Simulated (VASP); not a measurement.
# LaSb under strain, part 2 of 4

How does the pressure of LaSb answer to a change of volume? The bands are shown for each cell. All runs use LDA. Left out of this account: 1 further run (self-consistent run: a reference on another mesh). The start is a cell from a database of measured crystal structures.

VASP 6.6.1; LDA; plane waves and PAW (La, Sb).

Still holding for the runs below: Spin-orbit coupling is off here; with elements this heavy it splits and shifts levels by tenths of an eV or more.

So far, pressure (GPa): step 2 (bands, cell as listed) -2.26.

## 3. Bands, volume times 1.04

The cell is expanded evenly, with fractional positions held.

The input, INCAR:

```
SYSTEM = LaSb
PREC = Accurate
ENCUT = 400
EDIFF = 1E-06
NELM = 100
ISMEAR = -1
SIGMA = 0.05
LREAL = .FALSE.
ALGO = Normal
GGA = CA
NBANDS = 20
LASPH = .TRUE.
LORBIT = 11
LWAVE = .FALSE.
LCHARG = .FALSE.
KPAR = 2
```

The input, POSCAR:

```
LaSb
1.0
    0.0000000000      3.2877022654      3.2877022654
    3.2877022654      0.0000000000      3.2877022654
    3.2877022654      3.2877022654      0.0000000000
La Sb
1 1
Direct
    0.0000000000      0.0000000000      0.0000000000
    0.5000000000      0.5000000000      0.5000000000
```

The input, KPOINTS:

```
Automatic mesh
0
Gamma
10 10 10
0 0 0
```

The input, KPOINTS_OPT:

```
Line mode
16
Line-mode
Reciprocal
  0.00000000   0.00000000   0.00000000 GAMMA
  0.50000000   0.00000000   0.50000000 X

  0.50000000   0.00000000   0.50000000 X
  0.50000000   0.25000000   0.75000000 W

  0.50000000   0.25000000   0.75000000 W
  0.37500000   0.37500000   0.75000000 K

  0.37500000   0.37500000   0.75000000 K
  0.00000000   0.00000000   0.00000000 GAMMA

  0.00000000   0.00000000   0.00000000 GAMMA
  0.50000000   0.50000000   0.50000000 L

  0.50000000   0.50000000   0.50000000 L
  0.62500000   0.25000000   0.62500000 U

  0.62500000   0.25000000   0.62500000 U
  0.50000000   0.25000000   0.75000000 W

  0.50000000   0.25000000   0.75000000 W
  0.50000000   0.50000000   0.50000000 L

  0.50000000   0.50000000   0.50000000 L
  0.37500000   0.37500000   0.75000000 K

  0.62500000   0.25000000   0.62500000 U
  0.50000000   0.00000000   0.50000000 X
```

The projector-augmented-wave data sets are La and Sb (LDA family, release 64).

Started as:

```
mpirun -np 2 vasp_std
```

What it wrote:

```text
[... set-up lines as in an earlier step ...]
 entering main loop
       N       E                     dE             d eps       ncg     rms          rms(c)
DAV:   1     0.114148966319E+03    0.11415E+03   -0.44090E+03  1936   0.741E+02
DAV:   2     0.125966416958E+01   -0.11289E+03   -0.97974E+02  2164   0.152E+02
DAV:   3    -0.119783522000E+02   -0.13238E+02   -0.12751E+02  2264   0.676E+01
DAV:   4    -0.129551118593E+02   -0.97676E+00   -0.97072E+00  3176   0.164E+01
DAV:   5    -0.129648789510E+02   -0.97671E-02   -0.97618E-02  2604   0.156E+00    0.347E+00
DAV:   6    -0.128572570697E+02    0.10762E+00   -0.12528E-01  2484   0.133E+00    0.211E+00
DAV:   7    -0.128382771646E+02    0.18980E-01   -0.53429E-02  2560   0.999E-01    0.778E-01
DAV:   8    -0.128373634445E+02    0.91372E-03   -0.52039E-03  2988   0.490E-01    0.987E-02
DAV:   9    -0.128371923613E+02    0.17108E-03   -0.58528E-04  2836   0.271E-01    0.338E-02
DAV:  10    -0.128371844135E+02    0.79478E-05   -0.93575E-05  2828   0.459E-02    0.221E-02
DAV:  11    -0.128371878958E+02   -0.34823E-05   -0.12067E-05  3084   0.222E-02    0.465E-03
DAV:  12    -0.128371875926E+02    0.30320E-06   -0.19926E-06  2652   0.139E-02
   1 F= -.12837188E+02 E0= -.12836292E+02  d E =-.179103E-02
 Start KPOINTS_OPT (optional k-point list driver)
k-point batch [1-47\160]
       N       E                     dE             ncg
DAV:   1     0.171820059793E+04   -0.15459E+05     1920
DAV:   2    -0.345099458248E+04   -0.51692E+04     2272
DAV:   3    -0.404211786644E+04   -0.59112E+03     2252
DAV:   4    -0.408296728242E+04   -0.40849E+02     3188
DAV:   5    -0.408364601628E+04   -0.67873E+00     2548
DAV:   6    -0.408367954753E+04   -0.33531E-01     3272
DAV:   7    -0.408367998447E+04   -0.43694E-03     2472
DAV:   8    -0.408368001687E+04   -0.32395E-04     2700
DAV:   9    -0.408368001734E+04   -0.47088E-06     1516
[...]
k-point batch [142-160\160]
       N       E                     dE             ncg
DAV:   1     0.115663374057E+05   -0.76666E+04      784
DAV:   2     0.955653446707E+04   -0.20098E+04      904
DAV:   3     0.930233296312E+04   -0.25420E+03      888
DAV:   4     0.928586943561E+04   -0.16464E+02     1312
DAV:   5     0.928566696652E+04   -0.20247E+00     1052
DAV:   6     0.928564418478E+04   -0.22782E-01     1280
DAV:   7     0.928564403716E+04   -0.14762E-03     1040
DAV:   8     0.928564402636E+04   -0.10801E-04     1156
DAV:   9     0.928564402624E+04   -0.12359E-06      608
```

The job ended after 32 s (2 MPI ranks of Intel Xeon 6975P-C (Granite Rapids), shared host; peak memory 0.4 GiB; 60 s of CPU time).

From OUTCAR (step 3):

```text
  LATTYP: Found a face centered cubic cell.
 ALAT       =     6.5754045308

The static configuration has the point symmetry O_h .

 Found     47 irreducible k-points:

   ENCUT  =  400.0 eV  29.40 Ry    5.42 a.u.   7.58  7.58  7.58*2*pi/ulx,y,z

   NELECT =      16.0000    total number of electrons

 E-fermi :   6.1529

 k-point     1 :       0.0000    0.0000    0.0000
  band No.  band energies     occupation
      1     -26.3600      2.00000
      2     -10.0050      2.00000
      3     -10.0050      2.00000
      4     -10.0050      2.00000
      5      -2.7025      2.00000
      6       6.3215      0.06642
      7       6.3215      0.06642
      8       6.3215      0.06642
      9       7.4095      0.00000
     10       7.4095      0.00000
    ...

 k-point     2 :       0.1000    0.0000    0.0000
  band No.  band energies     occupation
    ...
      4     -10.0062      2.00000
      5      -2.6045      2.00000
      6       5.8007      1.99826
      7       6.0165      1.87736
      8       6.0165      1.87736
      9       7.4161      0.00000
     10       7.5109      0.00000
     11       7.5109      0.00000
     12       7.9616      0.00000
     13       8.0956      0.00000
    ...

  Total       -1.8224466     -1.8224466     -1.8224466      0.0000000      0.0000000     -0.0000000
  in kB      -41.0826029    -41.0826029    -41.0826029      0.0000000      0.0000000     -0.0000000
  external PRESSURE =     -41.0826029 kB  Pullay stress =       0.0000000 kB

  energy-cutoff  :      400.00
  volume of cell :       71.07
      direct lattice vectors                 reciprocal lattice vectors
     0.000000000  3.287702265  3.287702265    -0.152081898  0.152081898  0.152081898
     3.287702265  0.000000000  3.287702265     0.152081898 -0.152081898  0.152081898
     3.287702265  3.287702265  0.000000000     0.152081898  0.152081898 -0.152081898

 POSITION                                       TOTAL-FORCE (eV/Angst)
 -----------------------------------------------------------------------------------
      0.00000      0.00000      0.00000         0.000000     -0.000000      0.000000
      3.28770      3.28770      3.28770        -0.000000      0.000000     -0.000000
 -----------------------------------------------------------------------------------
    total drift:                               -0.000000      0.000000      0.000000

  FREE ENERGIE OF THE ION-ELECTRON SYSTEM (eV)
  ---------------------------------------------------
  free  energy   TOTEN  =       -12.8371875926 eV

  energy  without entropy=      -12.8353965645  energy(sigma->0) =      -12.83629208

 total charge
# of ion       s       p       d       f       tot
--------------------------------------------------
    1        2.027   5.638   0.658   0.131   8.455
    2        1.135   1.409   0.009   0.000   2.552
--------------------------------------------------
tot          3.162   7.047   0.667   0.131  11.007

[... 4 parts as in an earlier step ...]

[... 6 further parts left out ...]
```

Numbers from this step:

- free energy (TOTEN): -12.84 eV
- energy at zero smearing: -12.84 eV
- Fermi energy: 6.153 eV
- pressure: -4.108 GPa

The electronic bands at the labelled points (eV, zero at the Fermi level; # counts the bands kept, so #1 is VASP's band 5):

| point | #1 | #2 | #3 | #4 | #5 | #6 | #7 | #8 |
| --- | --- | --- | --- | --- | --- | --- | --- | --- |
| Γ | -8.86 | 0.17 | 0.17 | 0.17 | 1.26 | 1.26 | 1.26 | 1.71 |
| 0.53 of the way | -8.31 | -2.07 | -0.34 | -0.34 | 0.29 | 1.85 | 1.85 | 1.86 |
| X | -8.31 | -1.48 | -0.30 | -0.30 | -0.19 | 1.85 | 1.88 | 1.92 |
| 0.53 of the way | -8.17 | -1.47 | -1.15 | -1.01 | 0.82 | 1.81 | 1.88 | 1.91 |
| W | -8.05 | -1.69 | -1.35 | -1.35 | 1.55 | 1.55 | 1.89 | 1.89 |
| 0.47 of the way | -8.06 | -1.74 | -1.43 | -1.15 | 1.25 | 1.73 | 1.88 | 1.90 |
| K | -8.07 | -1.79 | -1.45 | -0.97 | 0.98 | 1.82 | 1.83 | 1.91 |
| 0.47 of the way | -8.11 | -2.27 | -1.30 | -0.94 | 1.50 | 1.62 | 1.81 | 1.90 |
| Γ | -8.86 | 0.17 | 0.17 | 0.17 | 1.26 | 1.26 | 1.26 | 1.71 |
| 0.47 of the way | -8.37 | -1.63 | -0.85 | -0.85 | 1.31 | 1.63 | 1.63 | 1.95 |
| L | -7.66 | -3.12 | -1.56 | -1.56 | 1.63 | 1.80 | 1.80 | 1.96 |
| 0.53 of the way | -7.84 | -2.63 | -1.46 | -1.35 | 1.53 | 1.76 | 1.80 | 1.93 |
| U | -8.07 | -1.79 | -1.45 | -0.97 | 0.98 | 1.82 | 1.83 | 1.91 |
| 0.47 of the way | -8.06 | -1.75 | -1.43 | -1.12 | 1.20 | 1.74 | 1.87 | 1.91 |
| W | -8.05 | -1.69 | -1.35 | -1.35 | 1.55 | 1.55 | 1.89 | 1.89 |
| 0.47 of the way | -7.88 | -2.49 | -1.42 | -1.33 | 1.58 | 1.66 | 1.84 | 1.92 |
| L | -7.66 | -3.12 | -1.56 | -1.56 | 1.63 | 1.80 | 1.80 | 1.96 |
| 0.47 of the way | -7.81 | -2.74 | -1.47 | -1.39 | 1.57 | 1.76 | 1.80 | 1.93 |
| K | -8.07 | -1.79 | -1.45 | -0.97 | 0.98 | 1.82 | 1.83 | 1.91 |
| jump to U | -8.07 | -1.79 | -1.45 | -0.97 | 0.98 | 1.82 | 1.83 | 1.91 |
| 0.47 of the way | -8.23 | -1.48 | -1.04 | -0.55 | 0.39 | 1.84 | 1.87 | 1.92 |
| X | -8.31 | -1.48 | -0.30 | -0.30 | -0.19 | 1.85 | 1.88 | 1.92 |

Of the projections kept (La, Sb), the largest for each band there; the rest of the weight can lie on other orbitals:

```csv
point,#1,#2,#3,#4,#5,#6,#7,#8
Γ,Sb 0.95,Sb 0.53,Sb 0.53,Sb 0.53,La 0.95,La 0.95,La 0.95,La 1.00
X,Sb 0.94,Sb 0.74,Sb 0.67,Sb 0.67,La 0.94,La 1.00,La 1.00,La 1.00
W,Sb 0.92,Sb 0.62,Sb 0.64,Sb 0.64,La 0.96,La 0.96,La 1.00,La 1.00
K,Sb 0.92,Sb 0.62,Sb 0.68,Sb 0.61,La 0.89,La 1.00,La 0.99,La 1.00
Γ,Sb 0.95,Sb 0.53,Sb 0.53,Sb 0.53,La 0.95,La 0.95,La 0.95,La 1.00
L,Sb 0.89,Sb 0.64,Sb 0.55,Sb 0.55,La 0.99,La 1.00,La 1.00,La 1.00
```

 The pressure is -4.11 GPa.

Between step 2 and this run (cell volume +4.0 %) the value for the pressure moves from -2.26 GPa to -4.11 GPa.

## 4. Bands, volume times 1.08

The cell is expanded evenly, with fractional positions held.

INCAR is that of step 3.

The input, POSCAR:

```
LaSb
1.0
    0.0000000000      3.3293231682      3.3293231682
    3.3293231682      0.0000000000      3.3293231682
    3.3293231682      3.3293231682      0.0000000000
La Sb
1 1
Direct
    0.0000000000      0.0000000000      0.0000000000
    0.5000000000      0.5000000000      0.5000000000
```

KPOINTS is that of step 3.

KPOINTS_OPT is that of step 3.

Started as:

```
mpirun -np 2 vasp_std
```

What it wrote:

```text
[... set-up lines as in an earlier step ...]
 entering main loop
       N       E                     dE             d eps       ncg     rms          rms(c)
DAV:   1     0.112024337134E+03    0.11202E+03   -0.44213E+03  1912   0.741E+02
DAV:   2     0.127400320628E+01   -0.11075E+03   -0.95320E+02  2200   0.149E+02
DAV:   3    -0.119129588531E+02   -0.13187E+02   -0.12685E+02  2264   0.663E+01
DAV:   4    -0.128750629473E+02   -0.96210E+00   -0.95489E+00  3236   0.161E+01
DAV:   5    -0.128913645462E+02   -0.16302E-01   -0.16288E-01  2468   0.169E+00    0.337E+00
DAV:   6    -0.127735175656E+02    0.11785E+00   -0.15525E-01  2728   0.150E+00    0.204E+00
DAV:   7    -0.127550824522E+02    0.18435E-01   -0.52679E-02  2568   0.103E+00    0.813E-01
DAV:   8    -0.127542617168E+02    0.82074E-03   -0.43951E-03  2988   0.471E-01    0.953E-02
DAV:   9    -0.127540784647E+02    0.18325E-03   -0.53311E-04  2668   0.256E-01    0.330E-02
DAV:  10    -0.127540775314E+02    0.93334E-06   -0.10124E-04  3104   0.492E-02    0.253E-02
DAV:  11    -0.127540796112E+02   -0.20798E-05   -0.11280E-05  2984   0.176E-02    0.336E-03
DAV:  12    -0.127540793662E+02    0.24501E-06   -0.25262E-06  2844   0.134E-02
   1 F= -.12754079E+02 E0= -.12753187E+02  d E =-.178390E-02
 Start KPOINTS_OPT (optional k-point list driver)
k-point batch [1-47\160]
       N       E                     dE             ncg
DAV:   1     0.138965852110E+04   -0.15814E+05     1932
DAV:   2    -0.373318385381E+04   -0.51228E+04     2316
DAV:   3    -0.432977196284E+04   -0.59659E+03     2268
DAV:   4    -0.437074111639E+04   -0.40969E+02     3124
DAV:   5    -0.437142948583E+04   -0.68837E+00     2580
DAV:   6    -0.437147475243E+04   -0.45267E-01     3180
DAV:   7    -0.437147512771E+04   -0.37528E-03     2540
DAV:   8    -0.437147515224E+04   -0.24528E-04     2700
DAV:   9    -0.437147515257E+04   -0.32697E-06     1492
[...]
k-point batch [142-160\160]
       N       E                     dE             ncg
DAV:   1     0.111614083597E+05   -0.78601E+04      768
DAV:   2     0.908273648988E+04   -0.20787E+04      948
DAV:   3     0.882282163901E+04   -0.25991E+03      896
DAV:   4     0.880656663687E+04   -0.16255E+02     1296
DAV:   5     0.880621394902E+04   -0.35269E+00     1020
DAV:   6     0.880619784022E+04   -0.16109E-01     1320
DAV:   7     0.880619741628E+04   -0.42394E-03     1008
DAV:   8     0.880619739922E+04   -0.17067E-04     1140
DAV:   9     0.880619739894E+04   -0.27724E-06      592
```

Elapsed: 25 s, on 2 MPI ranks; peak memory 0.42 GiB; 48 s of CPU time.

From OUTCAR (step 4):

```text
  LATTYP: Found a face centered cubic cell.
 ALAT       =     6.6586463364

The static configuration has the point symmetry O_h .

 Found     47 irreducible k-points:

   dimension x,y,z NGX =    32 NGY =   32 NGZ =   32
   dimension x,y,z NGXF=    64 NGYF=   64 NGZF=   64

   ENCUT  =  400.0 eV  29.40 Ry    5.42 a.u.   7.68  7.68  7.68*2*pi/ulx,y,z

   NELECT =      16.0000    total number of electrons

 E-fermi :   5.8197

 k-point     1 :       0.0000    0.0000    0.0000
  band No.  band energies     occupation
      1     -26.8250      2.00000
      2     -10.4598      2.00000
      3     -10.4598      2.00000
      4     -10.4598      2.00000
      5      -2.9511      2.00000
      6       5.9570      0.12052
      7       5.9570      0.12052
      8       5.9570      0.12052
      9       7.0653      0.00000
     10       7.0653      0.00000
    ...

 k-point     2 :       0.1000    0.0000    0.0000
  band No.  band energies     occupation
    ...
      4     -10.4609      2.00000
      5      -2.8618      2.00000
      6       5.4538      1.99867
      7       5.6720      1.90082
      8       5.6720      1.90082
      9       7.0522      0.00000
     10       7.1546      0.00000
     11       7.1546      0.00000
     12       7.5111      0.00000
     13       7.6520      0.00000
    ...

  Total       -2.5756275     -2.5756275     -2.5756275      0.0000000      0.0000000      0.0000000
  in kB      -55.9108087    -55.9108087    -55.9108087      0.0000000      0.0000000      0.0000000
  external PRESSURE =     -55.9108087 kB  Pullay stress =       0.0000000 kB

  energy-cutoff  :      400.00
  volume of cell :       73.81
      direct lattice vectors                 reciprocal lattice vectors
     0.000000000  3.329323168  3.329323168    -0.150180675  0.150180675  0.150180675
     3.329323168  0.000000000  3.329323168     0.150180675 -0.150180675  0.150180675
     3.329323168  3.329323168  0.000000000     0.150180675  0.150180675 -0.150180675

 POSITION                                       TOTAL-FORCE (eV/Angst)
 -----------------------------------------------------------------------------------
      0.00000      0.00000      0.00000        -0.000000     -0.000000      0.000000
      3.32932      3.32932      3.32932         0.000000      0.000000     -0.000000
 -----------------------------------------------------------------------------------
    total drift:                                0.000000     -0.000000     -0.000000

  FREE ENERGIE OF THE ION-ELECTRON SYSTEM (eV)
  ---------------------------------------------------
  free  energy   TOTEN  =       -12.7540793662 eV

  energy  without entropy=      -12.7522954690  energy(sigma->0) =      -12.75318742

 total charge
# of ion       s       p       d       f       tot
--------------------------------------------------
    1        2.026   5.637   0.631   0.131   8.425
    2        1.134   1.393   0.008   0.000   2.534
--------------------------------------------------
tot          3.160   7.030   0.639   0.131  10.960

[... 3 parts as in an earlier step ...]

[... 6 further parts left out ...]
```

Numbers from this step:

| Item | Value |
| --- | --- |
| free energy (TOTEN) | -12.75 eV |
| energy at zero smearing | -12.75 eV |
| Fermi energy | 5.820 eV |
| pressure | -5.591 GPa |

The electronic bands at the labelled points (eV, zero at the Fermi level; # counts the bands kept, so #1 is VASP's band 5):

```
          point     #1     #2     #3     #4     #5    #6    #7    #8
              Γ  -8.77   0.14   0.14   0.14   1.25  1.25  1.25  1.60
0.47 of the way  -8.33  -1.91  -0.32  -0.32   0.45  1.70  1.70  1.75
              X  -8.24  -1.50  -0.33  -0.33  -0.13  1.72  1.75  1.78
0.53 of the way  -8.12  -1.48  -1.14  -0.99   0.80  1.68  1.75  1.78
              W  -8.02  -1.65  -1.35  -1.35   1.47  1.47  1.76  1.76
0.47 of the way  -8.03  -1.71  -1.43  -1.14   1.20  1.62  1.74  1.77
              K  -8.03  -1.76  -1.46  -0.96   0.96  1.70  1.71  1.78
0.47 of the way  -8.09  -2.21  -1.26  -0.92   1.42  1.55  1.69  1.77
              Γ  -8.77   0.14   0.14   0.14   1.25  1.25  1.25  1.60
0.47 of the way  -8.33  -1.61  -0.83  -0.83   1.26  1.55  1.55  1.81
              L  -7.69  -3.03  -1.50  -1.50   1.53  1.68  1.68  1.82
0.47 of the way  -7.81  -2.67  -1.44  -1.35   1.48  1.64  1.68  1.80
              U  -8.03  -1.76  -1.46  -0.96   0.96  1.70  1.71  1.78
0.53 of the way  -8.03  -1.71  -1.43  -1.14   1.20  1.62  1.74  1.77
              W  -8.02  -1.65  -1.35  -1.35   1.47  1.47  1.76  1.76
0.53 of the way  -7.84  -2.56  -1.42  -1.33   1.51  1.59  1.70  1.79
              L  -7.69  -3.03  -1.50  -1.50   1.53  1.68  1.68  1.82
0.47 of the way  -7.81  -2.67  -1.44  -1.35   1.48  1.64  1.68  1.80
              K  -8.03  -1.76  -1.46  -0.96   0.96  1.70  1.71  1.78
      jump to U  -8.03  -1.76  -1.46  -0.96   0.96  1.70  1.71  1.78
0.47 of the way  -8.17  -1.49  -1.03  -0.57   0.40  1.72  1.74  1.78
              X  -8.24  -1.50  -0.33  -0.33  -0.13  1.72  1.75  1.78
```

Of the projections kept (La, Sb), the largest for each band there; the rest of the weight can lie on other orbitals:

```csv
point,#1,#2,#3,#4,#5,#6,#7,#8
Γ,Sb 0.95,Sb 0.52,Sb 0.52,Sb 0.52,La 0.95,La 0.95,La 0.95,La 1.00
X,Sb 0.94,Sb 0.75,Sb 0.67,Sb 0.67,La 0.94,La 1.00,La 1.00,La 1.00
W,Sb 0.93,Sb 0.63,Sb 0.65,Sb 0.65,La 0.97,La 0.97,La 1.00,La 1.00
K,Sb 0.93,Sb 0.63,Sb 0.69,Sb 0.61,La 0.91,La 1.00,La 0.99,La 1.00
Γ,Sb 0.95,Sb 0.52,Sb 0.52,Sb 0.52,La 0.95,La 0.95,La 0.95,La 1.00
L,Sb 0.91,Sb 0.64,Sb 0.56,Sb 0.56,La 0.99,La 1.00,La 1.00,La 1.00
```

 The pressure is -5.59 GPa.

Between step 2 and this run (cell volume +8.0 %) the value for the pressure moves from -2.26 GPa to -5.59 GPa.

(Part 2 of 4 ends here.)

[Lines on the potential files, build, host, timing and source positions are cut from VASP's logs without a mark.]

[Logs are printed without paths, hosts, clocks, repeated set-up lines and the standing remarks that a program may print on its own settings, such as how far it seeks lower states.]

[Hosts, paths, dates, database ids (printed as entryN), source tags and the programs' standing remarks are cut or masked in the printed files.]

[A measured line is paired with the nearest computed mode of its activity, which favours agreement.]
